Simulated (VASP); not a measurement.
VASP ran on this input.

### POSCAR
```
Be4S3Se
1.0
  4.9153147263   0.0000000000   0.0000000000
  0.0000000000   4.9153147263   0.0000000000
  0.0000000000   0.0000000000   4.9153147263
Be Se S
4 1 3
direct
  0.9931689319   0.9931689319   0.9931689319
  0.5068310681   0.5068310681   0.9931689319
  0.5068310681   0.9931689319   0.5068310681
  0.9931689319   0.5068310681   0.5068310681
  0.2500000000   0.2500000000   0.2500000000
  0.7500000000   0.7500000000   0.2500000000
  0.7500000000   0.2500000000   0.7500000000
  0.2500000000   0.7500000000   0.7500000000
```

### KPOINTS
```
Automatic mesh
0
Gamma
5 5 5
0 0 0
```

**INCAR**
```
SYSTEM  =  Be4S3Se
PREC  =  Accurate; ENCUT  =  400; LREAL  =  .FALSE.
LASPH  =  .TRUE.
EDIFF  =  1E-7; NELM  =  100; ALGO  =  Normal
LMAXMIX  =  4
ISMEAR  =  -5
GGA  =  PS
ISIF  =  2
LWAVE  =  .FALSE.; LCHARG  =  .TRUE.; LORBIT  =  11
NEDOS  =  601
LEFG  =  .TRUE.
```

POTCAR, in this order: Be Se S (PBE.64 set). Program: vasp_std.

**Question.** Translate this PBEsol calculation to Ansatz.

**Answer.** One equivalent input (not run):
Ansatz 0.2 input:
```yaml
crystal:
  lattice:
    - [4.9153147, 0.0000000, 0.0000000]
    - [0.0000000, 4.9153147, 0.0000000]
    - [0.0000000, 0.0000000, 4.9153147]
  atoms:
    - { symbol: Be, position: [0.9931689, 0.9931689, 0.9931689] }
    - { symbol: Be, position: [0.5068311, 0.5068311, 0.9931689] }
    - { symbol: Be, position: [0.5068311, 0.9931689, 0.5068311] }
    - { symbol: Be, position: [0.9931689, 0.5068311, 0.5068311] }
    - { symbol: Se, position: [0.2500000, 0.2500000, 0.2500000] }
    - { symbol: S, position: [0.7500000, 0.7500000, 0.2500000] }
    - { symbol: S, position: [0.7500000, 0.2500000, 0.7500000] }
    - { symbol: S, position: [0.2500000, 0.7500000, 0.7500000] }
kpoints:
  mp_grid: { grid: [5, 5, 5] }
hamiltonian:
  xc: pbesol
  pseudopotentials: { kind: paw }
scf:
  occupations: { method: tetrahedron }
  max_iter: 100
output: { forces: true, stress: true, eigenvalues: true }
```
The two are equivalent in intent, not identical: each code has its own PAW files, so the cut-off isn't converted (ENCUT is set for VASP's; basis.ecutwfc is left out, and Ansatz then takes the one that its files recommend); Ansatz stops its SCF on the density residual and VASP on the energy change (EDIFF); the field gradients of LEFG aren't asked of the other code.

The structure was generated: Be4S3Se was put into an ordered model structure (P-43m), which need not be its known phase. It was relaxed first.
